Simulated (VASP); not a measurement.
The system is CoSi2 (pbesol).

```
CELL_PARAMETERS angstrom
0.00000 2.67800 2.67800
2.67800 0.00000 2.67800
2.67800 2.67800 0.00000
ATOMIC_POSITIONS crystal
Co 0.00000 0.00000 0.00000
Si 0.25000 0.25000 0.25000
Si 0.75000 0.75000 0.75000
```

* Program: VASP 6.6.1
* Task: relaxation of cell and atoms
* Functional: PBEsol
* Potentials or basis: VASP PAW PBE potentials, release 64 (Co, Si)
* Cutoff: 600 eV
* k mesh: 14 × 14 × 14
* Occupations: gaussian, width 0.1 eV
* Spin: no spin polarisation

At the start: pressure -4.5 GPa; volume 12.80 Å³/atom.

Task: How do energy, volume and symmetry change on relaxing?

Result: Over 6 steps the energy falls by 4.3 meV/atom and the volume is 12.50 Å³/atom (-2.4 %); space group Fm-3m (No. 225, to 0.05 Å).

The path:
| step | energy change (eV) | largest force (eV/Å) | pressure (GPa) | volume (Å³) |
| --- | --- | --- | --- | --- |
| 1 | 0.0000 | 0.0000 | -4.49 | 38.41 |
| 2 | 0.0057 | 0.0000 | 5.84 | 36.45 |
| 3 | -0.0130 | 0.0000 | -0.05 | 37.51 |
| 4 | -0.0130 | 0.0000 | 0.06 | 37.49 |
| 5 | -0.0130 | 0.0000 | -0.06 | 37.51 |
| 6 | -0.0130 | 0.0000 | 0.01 | 37.50 |

Final structure:
```
Co Si
1.0
     0.00000    2.65654    2.65654
     2.65654    0.00000    2.65654
     2.65654    2.65654    0.00000
Co Si
1 2
Direct
  0.00000 0.00000 0.00000
  0.25000 0.25000 0.25000
  0.75000 0.75000 0.75000
```

Caveat: the PAW data sets were made with another functional, which shifts forces and pressure a little.
